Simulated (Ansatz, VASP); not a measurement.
# One calculation of NaGaF2, two programs

```
CELL_PARAMETERS angstrom
3.32073 0.00000 0.00000
-1.66037 2.87584 0.00000
0.00000 0.00000 5.33372
ATOMIC_POSITIONS crystal
Na 0.00000 0.00000 0.00000
Ga 0.00000 0.00000 0.50000
F 0.33333 0.66667 0.65582
F 0.66667 0.33333 0.34418
```

Alike in both runs: task relaxation of cell and atoms; functional PBE; k mesh 6 × 6 × 4; occupations gaussian, width 0.1 eV; no spin polarisation.

|  | VASP | Ansatz |
| --- | --- | --- |
| version | VASP 6.6.1 | Ansatz 0.2.0 |
| potentials or method | VASP PAW PBE potentials, release 64 (Na_pv, Ga_d, F) | scalar-relativistic, plane waves, PAW |
| plane-wave cutoff (eV) | 600 | 420 |
| valence electrons in the cell | 34 | 36 |

VASP gave:

```
gap on the k mesh at the Fermi level, each at its own relaxed structure (eV) : 2.26
relaxed volume (Å³/atom)                                                     : 15.13
relaxed cell length with the largest relative difference (Å)                 : 6.224
energy change over the relaxation (meV/atom)                                 : -908
```

Task: What did Ansatz give for the same quantities?

Result: gap on the k mesh at the Fermi level, each at its own relaxed structure (eV): 2.23; relaxed volume (Å³/atom): 15.17; relaxed cell length with the largest relative difference (Å): 6.259; energy change over the relaxation (meV/atom): -903.

The two sets of potentials don't hold the same shells in valence.

Caveats: the volume moved by over 15 % at a fixed basis, so the end points are rough (VASP). A k mesh can miss the band edges. As with any semilocal functional, this PBE gap is likely too small.
